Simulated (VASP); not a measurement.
# MnSiSe3 (Pm-3m) in VASP: settings compared, part 3 of 3

VASP 6.6.1. The steps go on from the part before.

## Step 6: Band structure, SCAN, collinear spin, ferromagnetic start

INCAR reads:

```
SYSTEM = MnSiSe3
PREC = Accurate
ENCUT = 520
EDIFF = 1E-7
ISMEAR = -1
SIGMA = 0.05
LREAL = .False.
LASPH = .True.
NELM = 150
ALGO = Normal
ISIF = 2
LWAVE = .False.
LCHARG = .False.
ISPIN = 2
MAGMOM = 4 0 0 0 0
LORBIT = 11
LMAXMIX = 4
METAGGA = SCAN
LMIXTAU = .True.
NBANDS = 30
```

KPOINTS reads:

```
regular mesh
0
Gamma
  5 5 5
  0 0 0
```

POSCAR reads:

```
MnSiSe3
1.0
    4.8341200000      0.0000000000      0.0000000000
    0.0000000000      4.8341200000      0.0000000000
    0.0000000000      0.0000000000      4.8341200000
Mn Si Se
1 1 3
Direct
    0.0000000000      0.0000000000      0.0000000000
    0.5000000000      0.5000000000      0.5000000000
    0.0000000000      0.5000000000      0.5000000000
    0.5000000000      0.0000000000      0.5000000000
    0.5000000000      0.5000000000      0.0000000000
```

KPOINTS_OPT reads:

```
path GXMGRX,MR
10
line-mode
reciprocal
 0.0000000000  0.0000000000  0.0000000000  G
 0.0000000000  0.5000000000  0.0000000000  X

 0.0000000000  0.5000000000  0.0000000000  X
 0.5000000000  0.5000000000  0.0000000000  M

 0.5000000000  0.5000000000  0.0000000000  M
 0.0000000000  0.0000000000  0.0000000000  G

 0.0000000000  0.0000000000  0.0000000000  G
 0.5000000000  0.5000000000  0.5000000000  R

 0.5000000000  0.5000000000  0.5000000000  R
 0.0000000000  0.5000000000  0.0000000000  X

 0.5000000000  0.5000000000  0.0000000000  M
 0.5000000000  0.5000000000  0.5000000000  R
```

Potentials or basis: VASP PAW PBE potentials, release 64 (Mn_pv, Si, Se).

Launch:

```console
$ cat potpaw_PBE.64/Mn_pv/POTCAR potpaw_PBE.64/Si/POTCAR potpaw_PBE.64/Se/POTCAR > POTCAR
$ mpirun -np 1 vasp_std > vasp.out
```

OUTCAR:

```text
SYSTEM = MnSiSe3
   PREC = Accurate
   ENCUT = 520
   EDIFF = 1E-7
   ISMEAR = -1
   LREAL = .False.
   LASPH = .True.
   NELM = 150
   ISIF = 2
   ISPIN = 2
   LORBIT = 11
   METAGGA = SCAN

 ion  position               nearest neighbor table
   1  0.000  0.000  0.000-
   2  0.500  0.500  0.500-   3 2.42   4 2.42   5 2.42   5 2.42   4 2.42   3 2.42
   3  0.000  0.500  0.500-   2 2.42   2 2.42
   4  0.500  0.000  0.500-   2 2.42   2 2.42
   5  0.500  0.500  0.000-   2 2.42   2 2.42

  LATTYP: Found a simple cubic cell.
 ALAT       =     4.8341200000

  Lattice vectors:

 A1 = (   4.8341200000,   0.0000000000,   0.0000000000)
 A2 = (   0.0000000000,   4.8341200000,   0.0000000000)
 A3 = (   0.0000000000,   0.0000000000,   4.8341200000)

Analysis of symmetry for initial positions (statically):
=====================================================================
 Subroutine PRICEL returns:
 Original cell was already a primitive cell.

 Routine SETGRP: Setting up the symmetry group for a
 simple cubic supercell.

 Subroutine GETGRP returns: Found 48 space group operations
 (whereof 48 operations were pure point group operations)
 out of a pool of 48 trial point group operations.

The static configuration has the point symmetry O_h .

Analysis of symmetry for dynamics (positions and initial velocities):
=====================================================================
 Subroutine PRICEL returns:
 Original cell was already a primitive cell.

 Routine SETGRP: Setting up the symmetry group for a
 simple cubic supercell.

 Subroutine GETGRP returns: Found 48 space group operations
 (whereof 48 operations were pure point group operations)
 out of a pool of 48 trial point group operations.

The dynamic configuration has the point symmetry O_h .

Analysis of structural, dynamic, and magnetic symmetry:
=====================================================================
 Subroutine PRICEL returns:
 Original cell was already a primitive cell.

 Routine SETGRP: Setting up the symmetry group for a
 simple cubic supercell.

 Subroutine GETGRP returns: Found 48 space group operations
 (whereof 48 operations were pure point group operations)
 out of a pool of 48 trial point group operations.

The overall configuration has the point symmetry O_h .

 Subroutine INISYM returns: Found 48 space group operations
 (whereof 48 operations are pure point group operations),
 and found     1 'primitive' translations

----------------------------------------------------------------------------------------

                                     Primitive cell

  volume of cell :     112.9672

  direct lattice vectors                    reciprocal lattice vectors
     4.834120000  0.000000000  0.000000000     0.206862883  0.000000000  0.000000000
     0.000000000  4.834120000  0.000000000     0.000000000  0.206862883  0.000000000
     0.000000000  0.000000000  4.834120000     0.000000000  0.000000000  0.206862883

  length of vectors
[... 70 lines left out ...]
   LASPH  =      T    aspherical Exc in radial PAW
   ENCUT  =  520.0 eV  38.22 Ry    6.18 a.u.   8.99  8.99  8.99*2*pi/ulx,y,z
   NELM   =    150;   NELMIN=  2; NELMDL= -5     # of ELM steps
   EDIFF  = 0.1E-06   stopping-criterion for ELM
   LREAL  =      F    real-space projection
   EDIFFG = 0.1E-05   stopping-criterion for IOM
   NSW    =      0    number of steps for IOM
   IBRION =     -1    ionic relax: 0-MD 1-quasi-New 2-CG
   NFREE  =      0    steps in history (QN), initial steepest desc. (CG)
   ISIF   =      2    stress and relaxation
   ISYM   =      2    0-nonsym 1-usesym 2-fastsym
   POTIM  = 0.5000    time-step for ionic-motion
   TEBEG  =    0.0;   TEEND  =   0.0 temperature during run
   PSTRESS=    0.0 pullay stress
   NELECT =      35.0000    total number of electrons
   NUPDOWN=      -1.0000    fix difference up-down
   EMIN   =  10.00;   EMAX   =-10.00  energy-range for DOS
   EFERMI =   0.00;   METHOD = LEGACY
   ISMEAR =    -1;   SIGMA  =   0.05  broadening in eV -4-tet -1-fermi 0-gaus
   EFERMI_NEDOS =   21; number of points for ismear=-14 and -15
   IALGO  =     38    algorithm
   IMIX   =      4    mixing-type and parameters
     AMIX     =   0.40;   BMIX     =  1.00
     AMIX_MAG =   1.60;   BMIX_MAG =  1.00
  volume/ion in A,a.u.               =      22.59       152.47
  Fermi-wavevector in a.u.,A,eV,Ry     =   1.107763  2.093368 16.696230  1.227138
  Thomas-Fermi vector in A             =   2.244281
   LORBIT       =     11    0 simple, 1 ext, 2 COOP (PROOUT), +10 PAW based schemes
   METAGGA = SCAN    functional components
   LHFCALC =     F    Hartree Fock is set to
   AEXX    =    0.0000 exact exchange contribution
   IVDW    =     0    specifies the selected vdW correction
   LEPSILON=     F    determine dielectric tensor
   LRPA    =     F    only Hartree local field effects (RPA)
 spin polarized calculation
  energy-cutoff  :      520.00
  volume of cell :      112.97
 maximum number of plane-waves:      3060
 NGX is ok and might be reduce to    36
   NGX = 17   NGY = 17   NGZ = 17

 number of electron      35.0000034 magnetization       5.3642838

 Free energy of the ion-electron system (eV)
  ---------------------------------------------------
  ext. energy  EPLUGINS =         0.00000000
  ---------------------------------------------------
  free energy    TOTEN  =       -87.39727476 eV

  energy without entropy =      -87.38114825  energy(sigma->0) =      -87.38921150

 E-fermi :   4.3269     XC(G=0): -10.1103

 val. band max:        4.2890905111   @ k =   0.4000   0.2000   0.2000
 cond. band min:       4.4033941965   @ k =   0.4000   0.4000   0.0000
 fundamental gap:      0.1143036855
 Fermi energy:         4.3269232548

 spin component 1

 k-point     1 :       0.0000    0.0000    0.0000
  band No.  band energies     occupation
      1     -50.0140      1.00000
      2     -50.0140      1.00000
      3     -50.0140      1.00000
      4     -11.3728      1.00000
      5      -8.2839      1.00000
      6      -8.2839      1.00000
[... 309 lines left out ...]
     28      10.8990      0.00000
     29      13.5534      0.00000
 Fermi energy:         4.3269232548

 spin component 2

 k-point     1 :       0.0000    0.0000    0.0000
  band No.  band energies     occupation
      1     -43.4442      1.00000
      2     -43.4442      1.00000
      3     -43.4442      1.00000
      4     -11.3070      1.00000
      5      -8.2232      1.00000
      6      -8.2232      1.00000
[... 309 lines left out ...]
     28      12.0436      0.00000
     29      14.1000      0.00000
 [bands above 29 left out]

------------------------ aborting loop because EDIFF is reached ----------------------------------------

  FORCE on cell =-STRESS in cart. coord.  units (eV):
  Direction    XX          YY          ZZ          XY          YZ          ZX
  --------------------------------------------------------------------------------------
  -------------------------------------------------------------------------------------
  Total       -0.8202886     -0.8202886     -0.8202886     -0.0000000      0.0000000     -0.0000000
  in kB      -11.6338904    -11.6338904    -11.6338904     -0.0000000      0.0000000     -0.0000000
  external PRESSURE =     -11.6338904 kB  Pullay stress =       0.0000000 kB

 VOLUME and BASIS-vectors are now :
 -----------------------------------------------------------------------------
  energy-cutoff  :      520.00
  volume of cell :      112.97
      direct lattice vectors                 reciprocal lattice vectors
     4.834120000  0.000000000  0.000000000     0.206862883  0.000000000  0.000000000
     0.000000000  4.834120000  0.000000000     0.000000000  0.206862883  0.000000000
     0.000000000  0.000000000  4.834120000     0.000000000  0.000000000  0.206862883

 POSITION                                       TOTAL-FORCE (eV/Angst)
 -----------------------------------------------------------------------------------
      0.00000      0.00000      0.00000         0.000000      0.000000      0.000000
      2.41706      2.41706      2.41706         0.000000      0.000000      0.000000
      0.00000      2.41706      2.41706         0.000000      0.000000      0.000000
      2.41706      0.00000      2.41706         0.000000      0.000000      0.000000
      2.41706      2.41706      0.00000         0.000000      0.000000      0.000000
 -----------------------------------------------------------------------------------
    total drift:                                0.000000      0.000000      0.000000

  FREE ENERGIE OF THE ION-ELECTRON SYSTEM (eV)
  ---------------------------------------------------
  free  energy   TOTEN  =       -87.3972747619 eV

  energy  without entropy=      -87.3811482461  energy(sigma->0) =      -87.38921150

 total charge

# of ion       s       p       d       tot
------------------------------------------
    1        0.197   6.042   4.817  11.056
    2        0.782   0.724   0.000   1.507
    3        1.479   2.360   0.041   3.880
    4        1.479   2.360   0.041   3.880
    5        1.479   2.360   0.041   3.880
--------------------------------------------------
tot          5.418  13.848   4.939  24.204

 magnetization (x)

# of ion       s       p       d       tot
------------------------------------------
    1        0.103   0.017   4.539   4.659
    2        0.032   0.037   0.000   0.070
    3        0.005   0.026   0.005   0.036
    4        0.005   0.026   0.005   0.036
    5        0.005   0.026   0.005   0.036
--------------------------------------------------
tot          0.150   0.132   4.554   4.836
```

Run time: 8.2 min. Hardware: 1 thread of Intel Xeon Platinum 8488C (Sapphire Rapids), shared host; peak memory 0.3 GiB.

What came out:

```yaml
Free_energy: -87.3973 eV
Pressure: -1.2 GPa
Band_gap_along_the_path: none (metal or under the smearing width)
Net_moment: 5.36 μB per cell
Site_moments: Mn +4.66; Si +0.07; Se +0.04 μB
Valence_electrons_inside_the_program's_atomic_spheres: Mn 11.06; Si 1.51; Se 3.88
```

Levels at the corners of the path, in eV from the Fermi level:
Spin up:
| point | band 17 | band 18 | band 19 | band 20 | band 21 | band 22 | band 23 | band 24 |
| --- | --- | --- | --- | --- | --- | --- | --- | --- |
| Γ | -1.19 | -1.19 | -1.15 | -1.15 | -1.15 | -0.32 | 4.94 | 4.94 |
| X | -2.56 | -1.54 | -0.81 | -0.81 | 0.78 | 0.81 | 3.83 | 4.49 |
| X | -2.56 | -1.54 | -0.81 | -0.81 | 0.78 | 0.81 | 3.83 | 4.49 |
| M | -1.99 | -1.99 | -1.73 | 0.57 | 1.26 | 2.16 | 2.16 | 3.27 |
| M | -1.99 | -1.99 | -1.73 | 0.57 | 1.26 | 2.16 | 2.16 | 3.27 |
| Γ | -1.19 | -1.19 | -1.15 | -1.15 | -1.15 | -0.32 | 4.94 | 4.94 |
| Γ | -1.19 | -1.19 | -1.15 | -1.15 | -1.15 | -0.32 | 4.94 | 4.94 |
| R | -1.69 | -1.30 | 0.55 | 0.55 | 0.55 | 1.95 | 1.95 | 1.95 |
| R | -1.69 | -1.30 | 0.55 | 0.55 | 0.55 | 1.95 | 1.95 | 1.95 |
| X | -2.56 | -1.54 | -0.81 | -0.81 | 0.78 | 0.81 | 3.83 | 4.49 |
| M | -1.99 | -1.99 | -1.73 | 0.57 | 1.26 | 2.16 | 2.16 | 3.27 |
| R | -1.69 | -1.30 | 0.55 | 0.55 | 0.55 | 1.95 | 1.95 | 1.95 |
Spin down:
| point | band 13 | band 14 | band 15 | band 16 | band 17 | band 18 |
| --- | --- | --- | --- | --- | --- | --- |
| Γ | -1.15 | -1.00 | -1.00 | -1.00 | 1.23 | 1.23 |
| X | -2.06 | -1.16 | -1.16 | 1.03 | 1.28 | 1.33 |
| X | -2.06 | -1.16 | -1.16 | 1.03 | 1.28 | 1.33 |
| M | -2.48 | -1.65 | 0.32 | 1.30 | 1.43 | 1.88 |
| M | -2.48 | -1.65 | 0.32 | 1.30 | 1.43 | 1.88 |
| Γ | -1.15 | -1.00 | -1.00 | -1.00 | 1.23 | 1.23 |
| Γ | -1.15 | -1.00 | -1.00 | -1.00 | 1.23 | 1.23 |
| R | 0.57 | 0.60 | 0.60 | 0.60 | 1.42 | 1.42 |
| R | 0.57 | 0.60 | 0.60 | 0.60 | 1.42 | 1.42 |
| X | -2.06 | -1.16 | -1.16 | 1.03 | 1.28 | 1.33 |
| M | -2.48 | -1.65 | 0.32 | 1.30 | 1.43 | 1.88 |
| R | 0.57 | 0.60 | 0.60 | 0.60 | 1.42 | 1.42 |

Caveat: the PAW data sets were made with another functional, which shifts forces and pressure a little; a cell with one magnetic atom can't hold antiferromagnetic order, which such compounds often take; semilocal functionals often make such compounds metallic where correlation or magnetic order opens a gap, which also shifts bond lengths.

## Step 7: Summary

| level | pressure (GPa) | moment (μB) |
| --- | --- | --- |
| BLYP | 4.5 | 5.14 |
| AM05 | -2.4 | 5.28 |
| PW91 | 0.3 | 5.21 |
| r2SCAN | -0.7 | 5.36 |
| SCAN | -1.2 | 5.36 |

Alike in all rows: task band structure; potentials or basis VASP PAW PBE potentials, release 64 (Mn_pv, Si, Se); spin collinear, ferromagnetic start; cell as given; k mesh 5 × 5 × 5; cutoff (eV) 520; smearing fermi-dirac 0.05 eV.

The pressure there spans -2.4 GPa (AM05) to 4.5 GPa (BLYP); a positive pressure means that this level wants a larger cell, a negative one a smaller.

Caveats: the PAW data sets were made with another functional, which shifts forces and pressure a little; a cell with one magnetic atom can't hold antiferromagnetic order, which such compounds often take; semilocal functionals often make such compounds metallic where correlation or magnetic order opens a gap, which also shifts bond lengths.

Total energies depend on the potentials used, so only differences within one code and one set of settings carry meaning.
